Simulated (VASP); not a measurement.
K2S (antifluorite):

```yaml
crystal:
  lattice:
    - [0.00000, 3.70500, 3.70500]
    - [3.70500, 0.00000, 3.70500]
    - [3.70500, 3.70500, 0.00000]
  atoms:
    - { symbol: K, position: [0.25000, 0.25000, 0.25000] }
    - { symbol: K, position: [0.75000, 0.75000, 0.75000] }
    - { symbol: S, position: [0.00000, 0.00000, 0.00000] }
```

The lowest empty band near Γ, direction [100], from PBE with spin-orbit coupling in VASP (PAW); its two spin partners are averaged. The gap over the points computed is 2.36 eV, and the next band on that side lies 3.09 eV away at the edge.

Numerical set-up: 400 eV cut-off, 6×6×6 Γ-centred mesh, Gaussian smearing of 0.050 eV, potentials K_sv S.

```
distance from the edge in k (1/Å)  distance in energy (meV)
---------------------------------  ------------------------
0.018                                                   3.4
0.025                                                   6.6
0.035                                                  12.9
0.050                                                  26.3
0.070                                                  51.2
```

**Question.** Fit E(1 + αE) = ħ²k²/2m* (ħ²/2m0 = 3.810 eV Å²) and predict the row at 0.095 1/Å.

**Answer.** The rows don't resolve α, so a parabola serves: the electron mass is m* = 0.364 m0, and so 94.5 meV. The run gave 93.3 meV, -1.2 meV from the fit.

Left out are points under 3 meV from the edge, since the levels carry 0.1 meV, and points farther than half the way to the next band.

The compound is K2S in the antifluorite structure. The cell was not relaxed at this level.
